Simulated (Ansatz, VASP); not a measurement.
## Mg2PbN2 in VASP and in Ansatz

```
Mg Pb N
1.0
     3.62686    0.00000    0.00000
    -1.81343    3.14096    0.00000
     0.00000    0.00000    6.56589
Mg Pb N
2 1 2
Direct
  0.66667 0.33333 0.13878
  0.33333 0.66667 0.86122
  0.00000 0.00000 0.50000
  0.66667 0.33333 0.79746
  0.33333 0.66667 0.20255
```

The cell comes from a database or a generator and needn't be the stable form of this composition.

Alike in both runs: task single point; functional LDA; k mesh 6 × 6 × 3; no spin polarisation.

|  | VASP | Ansatz |
| --- | --- | --- |
| version | VASP 6.6.1 | Ansatz 0.2.0 |
| potentials or method | VASP PAW LDA potentials, release 64 (Mg, Pb_d, N) | plane waves, PAW |
| plane-wave cutoff (eV) | 520 | 420 |
| occupations | gaussian, width 0.01 eV | fixed |
| valence electrons in the cell | 28 | 44 |

```csv
,VASP,Ansatz,Ansatz less VASP
gap on the k mesh at the Fermi level (eV),0.62,0.63,+0.013
pressure (GPa),-7.1,-6.5,+0.59
largest component of the traceless stress (GPa),0.27,0.23,-0.042
```

The two sets of potentials don't hold the same shells in valence. Ansatz warned: «structure_snapped_to_symmetry».

Caveats: spin-orbit coupling is left out, which as a rule narrows the gap of such compounds by several tenths of an eV; an odd mesh through Γ misses points on the zone boundary, where band edges often lie. LDA gaps usually lie below the measured ones, often by a third to a half.
